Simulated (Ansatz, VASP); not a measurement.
# AlAsN2 (alpha-NaFeO2 type (invented)) in two plane-wave programs, part 2 of 2

One calculation is typed for both programs; each brings its own data sets. How far apart do they land? The cell is generated by rule, not measured, and may not be a known phase. The two relaxations start from unlike cells of this crystal (the structure described is Ansatz's start), so only their ends are compared.

VASP 6.6.1 and Ansatz 0.2.0.

So far: The starting structure; VASP: relaxation of cell and atoms, PBE.

## 3. Ansatz: relaxation of cell and atoms, PBE

Level of this step: Ansatz beside VASP: Kohn-Sham DFT, plane waves, PBE (Ansatz).

Ansatz runs on its default PAW (the set named soft_2) files.

Its own start cell and the same functional, mesh and smearing now go to Ansatz, which takes its cutoff from its data sets.

input.yaml

```yaml
crystal:
  lattice:
    - [1.486692, 0.858342, 4.855516]
    - [-1.486692, 0.858342, 4.855516]
    - [0.0, -1.716684, 4.855516]
  atoms:
    - { symbol: Al, position: [1.0, 0.0, 0.0] }
    - { symbol: As, position: [0.5, 0.5, 0.5] }
    - { symbol: "N", position: [0.25, 0.25, 0.25] }
    - { symbol: "N", position: [0.75, 0.75, 0.75] }
kpoints:
  mp_grid: { grid: [9, 9, 9] }
hamiltonian:
  xc: pbe
scf:
  occupations: { method: gaussian, width: 0.1 }
output:
  forces: true
  stress: true
  eigenvalues: true
relax:
  adjacent_minimum: "off"
  f_tol: 0.05
  max_steps: 80
  cell: { stress_tol: 0.5 }
```

Started as:

```
$ ansatz run input.yaml --threads 2 --pin off --max-ram 5120MiB --backend cpu --events-out ev --progress --plain --runs-dir out
```

Numbers of over 12 decimals in the logs are rounded to 6 here.

The program printed:

```text
The last accepted step is kept in <dir> (removed where the run ends without a failure and the disk answers)
basis.fft_grid_basis auto: the FFT boxes are laid along the combinations [[1, 0, -1], [0, 1, -1], [0, 0, 1]] of the cell's own vectors, 2.973, 2.973 and 5.150 Å long. The dense box has 20×20×36 points. Along the cell's own vectors, as sized, it would have 36×36×36, 3.24 times as many. Of the 12 symmetry operations that the crystal satisfies within crystal.symmetry.tolerance (time reversal apart; of a slab, those that [...]
Engine: ansatz 0.2.0, aarch64-unknown-linux-gnu
Pseudopotentials: kind: paw
Pseudopotential: Al, paw, valence charge 3, recommended cutoff 420 eV (normal), Al.paw.azcp
Pseudopotential: As, paw, valence charge 15, recommended cutoff 420 eV (normal), As.paw.azcp
Pseudopotential: N, paw, valence charge 5, recommended cutoff 420 eV (normal), N.paw.azcp
Functional definition: PBE
  parameter kappa = 0.804
  parameter beta = 0.066725
  exchange = pbe_x(kappa = kappa, mu = beta*pi^2/3)
  correlation = pbe_c(beta = beta)
Crystal: 4 atoms, lattice volume = 37.176 Å³
Basis set: ecut = 420 eV, 707 PW (Γ), FFT grids on a1−a3, a2−a3, a3, exchange–correlation on 40×40×72 points (8 copies of the dense FFT grid, shifted against one another)
Bands: 18, of which v1, the nominal top of the filled ones, is band 14 counted from 1 (13 counted from 0)
Symmetry: 12 space group operations
Space group: R-3m (ITA 166), of the structure as read, at distance tolerance 3.3e-5 Å
k-points: 85 of 729
Non-local potential: Al, projectors of the file, l = 0: 2, l = 1: 2, l = 2: 1
Non-local potential: As, projectors of the file, l = 0: 2, l = 1: 2, l = 2: 3, l = 3: 1
Non-local potential: N, projectors of the file, l = 0: 2, l = 1: 2, l = 2: 1
PAW form: soft (Blöchl's): semilocal exchange-correlation on the pseudo side does not see the compensation charge
PAW one-centre angular grid: Al, 110 points (default); XC on 64 Gauss nodes
PAW one-centre angular grid: As, 590 points (default); XC on 64 Gauss nodes
PAW one-centre angular grid: N, 110 points (default); XC on 64 Gauss nodes
Initial density: superposition of atomic densities (neutral atoms: chi_scale 0, normalization atom), corrected by the library's trained network
Initial wavefunctions: pseudopotential atomic-orbital guess
Functional: x = pbe(κ = 0.804, μ = 0.219515), c = pbe(β = 0.066725)
SCF iter   1: F=—  HF=-6160.413787 eV  |F-HF|=—  |Δ(HF+E_count)|=         —  Δρ=6.20e-3  dr2=1.43e-2  ethr=1.77e-3  ⟨swp⟩=5.1  Hψ=7524  notcnv=0
preconditioner: auto → none  [insulator: Δε(μ)=0.547 eV  Ē_g=12.757 eV  σ=0.100 eV  W_gap=1.00  n_scr=16 (ndim 8)  ℏωp=25.8 eV  f_vac=0.000  D(μ)=0.00/eV (n_scr^D=0)  ε∞_Penn≈5.1]
SCF iter   2: F=—  HF=-6160.409855 eV  |F-HF|=—  |Δ(HF+E_count)|=   3.93e-3  Δρ=2.41e-3  dr2=9.74e-4  ethr=5.09e-5  ⟨swp⟩=2.4  Hψ=2834  notcnv=0
SCF iter   3: F=—  HF=-6160.409802 eV  |F-HF|=—  |Δ(HF+E_count)|=   5.30e-5  Δρ=1.08e-3  dr2=1.47e-4  ethr=3.48e-6  ⟨swp⟩=2.4  Hψ=2249  notcnv=0
SCF iter   4: F=—  HF=-6160.409842 eV  |F-HF|=—  |Δ(HF+E_count)|=   3.97e-5  Δρ=1.33e-4  dr2=3.63e-6  ethr=5.25e-7  ⟨swp⟩=2.6  Hψ=2295  notcnv=0
SCF iter   5: F=—  HF=-6160.409804 eV  |F-HF|=—  |Δ(HF+E_count)|=   3.83e-5  Δρ=1.40e-5  dr2=3.67e-8  ethr=1.30e-8  ⟨swp⟩=2.0  Hψ=2003  notcnv=0
SCF iter   6: F=-6160.409804 eV  HF=-6160.409804 eV  |F-HF|=1.67e-9  |Δ(HF+E_count)|=   2.87e-8  Δρ=3.16e-6  dr2=1.32e-9  ethr=1.31e-10  ⟨swp⟩=2.2  Hψ=5419  notcnv=0
SCF 1 converged in 6 iterations: F = -6160.409804 eV  dr2 = 1.32e-9
  greatest PAW one-centre occupation: 1.000 electrons in one spin orbital (limit 2), on the As atom at site 1 (counted from 0), in its partial waves of l = 2
relax step   1: F+E_penalty+E_count = -6160.40980367 eV  Δ(F+E_penalty+E_count) = +0.000e0 eV  max|allowed force component| = 3.319e0 eV/Å  Δτ_max = 0.0000 Å  P = +32.604 GPa  Ω = 37.176 Å³  (6 SCF iters, dr2 threshold 1.00e-7 eV, accepted)
[...]
relax step   5: F+E_penalty+E_count = -6161.33807845 eV  Δ(F+E_penalty+E_count) = -2.301e-2 eV  max|allowed force component| = 8.655e-3 eV/Å  Δτ_max = 0.0000 Å  P = +0.596 GPa  Ω = 41.608 Å³  stress off target by 8.21e-1 GPa  SCF on the basis re-selected at this cell (its energy is not comparable with the rows above)  (6 SCF iters)
[...]
relax step   6: F+E_penalty+E_count = -6161.33805841 eV  Δ(F+E_penalty+E_count) = +2.004e-5 eV  max|allowed force component| = 1.667e-3 eV/Å  Δτ_max = 0.0007 Å  P = +0.111 GPa  Ω = 41.708 Å³  energy of the carried Pulay correction = -2.798e-4 eV  (6 SCF iters, dr2 threshold 4.00e-7 eV, accepted)
[...]
relax step   7: F+E_penalty+E_count = -6161.33838203 eV  Δ(F+E_penalty+E_count) = -3.236e-4 eV  max|allowed force component| = 1.758e-3 eV/Å  Δτ_max = 0.0000 Å  P = +0.114 GPa  Ω = 41.708 Å³  stress off target by 1.17e-1 GPa  SCF on the basis re-selected at this cell (its energy is not comparable with the rows above)  (6 SCF iters)
basis re-selected at this cell: Δ(F+E_penalty+E_count) = -3.236e-4 eV, ΔP = +0.003 GPa vs the last step (what re-selecting the basis moved, of the pressure what is left beyond the Pulay correction that the steps carried, after the strain that the cell walked since its last selection, with what the two solves' SCF thresholds leave and, on support functions, any second-order correction that the steps lacked; it is no m [...]
SCF converged after 6 iterations
Free energy (F): -6161.338382 eV
Harris-Foulkes:  -6161.338382 eV  (|F-HF|=0.00e0)
Internal energy: -6161.337913 eV  (E = F + TS)
E sigma→0 (E₀):  -6161.338148 eV
Entropy (-TS):   -0.000469 eV (-0.117 meV/atom)
Fermi energy:    13.408398 eV
--- Per-component energies (eV) ---
  E_band       = -150.099970
  E_kinetic    = 388.124338
  E_local      = -2065.327852  (includes V_loc(G=0)·N_el)
  E_nonlocal   = -571.010983
  E_hartree    = 1083.345122
  E_xc         = -241.575437
  E_vxc        = -264.136748  (∫ρ·V_xc dr)
  E_paw        = -2553.339385  (= ΣΔE_a)
  E_vpaw       = 195.560837  (= ΣTr[D̂ρ^β])
  E_aug_tail   = 0.000188  (compensation charges beyond the density's cutoff)
  E_ewald      = -2201.553904
  E_smearing   = -0.000469  (= −TS)
  E_closure    = -0.000000  (closes the sum)
  Σ components = -6161.338382   (vs F -6161.338382, Δ=0.00e0)
--- Forces (eV/Å), atoms counted from 1 ---
  atom   1  Al     0.00000000     0.00000000     0.00000000
  atom   2  As     0.00000000     0.00000000     0.00000000
  atom   3  N      0.00000000     0.00000000     0.00175801
  atom   4  N      0.00000000    -0.00000000    -0.00175801
  max |Σ_I F_I| component: 6.57e-32 eV/Å
--- Stress (GPa, compression-positive) ---
        0.116641       0.000000       0.000000
        0.000000       0.116641       0.000000
        0.000000       0.000000       0.108798
  P = ⅓ Tr σ = 0.1140 GPa (1.140 kbar)
--- Band table (eV; the first three rows and the last of 85) ---
  k-point 0: bands = [... 10 lower, 10.2861, 10.6627, 10.7441, 10.7441, 14.7708, 16.1145, 16.1145, 19.1700]
  k-point 1: bands = [... 10 lower, 10.0675, 10.4545, 10.5272, 11.9467, 15.1605, 15.4429, 16.2731, 19.6479]
  k-point 2: bands = [... 10 lower, 9.5976, 10.0216, 10.0327, 12.0682, 14.8743, 15.7647, 16.5183, 19.2936]
  k-point 84: bands = [... 10 lower, 9.7971, 10.0836, 10.8407, 13.1047, 14.9351, 16.0923, 16.3625, 18.5620]
--- Relaxed structure (5 steps of the walk, 5 accepted, 2 SCFs on fresh bases) ---
  F+E_penalty+E_count = -6161.33838203 eV   max|allowed force component| = 1.758e-3 eV/Å   (the final SCF, on the basis selected at the relaxed cell)
  cell:  # Å, volume = 41.7081 Å³
    - [1.535912, 0.886759, 5.103838]
    - [-1.535912, 0.886759, 5.103838]
    - [0, -1.773519, 5.103838]
  atoms:
    - { symbol: Al, position: [1.0, 0.0, 0.0] }
    - { symbol: As, position: [0.5, 0.5, 0.5] }
    - { symbol: N, position: [0.261421, 0.261421, 0.261421] }
    - { symbol: N, position: [0.738579, 0.738579, 0.738579] }
```

## 4. Comparison

Known differences besides the potentials themselves: the data sets hold 28 valence electrons in Ansatz (on its default PAW (the set named soft_2) files) and 18 in VASP; the cutoff is 420 eV in Ansatz and 600 eV in VASP; Ansatz adds a Pulay correction to the stress that steers its cell, VASP none. Total energies have different zeros and are not compared.

Both answers:

```
                                         quantity  Ansatz   VASP  difference
                                      volume (Å³)   41.71  41.70     +0.03 %
edge a after relaxation, in the typed setting (Å)   5.403  5.404     -0.01 %
```

## 5. Summary of results

| Property | Result |
| --- | --- |
| difference in volume (relaxation of cell and atoms, PBE) | 0.027 % |

What this shows: The difference in volume is 0.027 % (relaxation of cell and atoms, PBE), within the 1.2 % picked in this series as the mark of a large difference, as far as the stopping tolerances let one tell. The data sets hold unlike numbers of valence electrons (28 in Ansatz and 18 in VASP), so part of the differences comes from the potentials. Such differences can come from data sets, numerical settings and the points named under the comparisons, not from the functional's error against experiment.

[Lines on the potential files, build, host, timing and source positions are cut from VASP's logs without a mark.]

[Logs are printed without paths, hosts, clocks, repeated set-up lines and the standing remarks that a program may print on its own settings, such as how far it seeks lower states.]

[Hosts, paths, dates, database ids (printed as entryN), source tags and the programs' standing remarks are cut or masked in the printed files.]
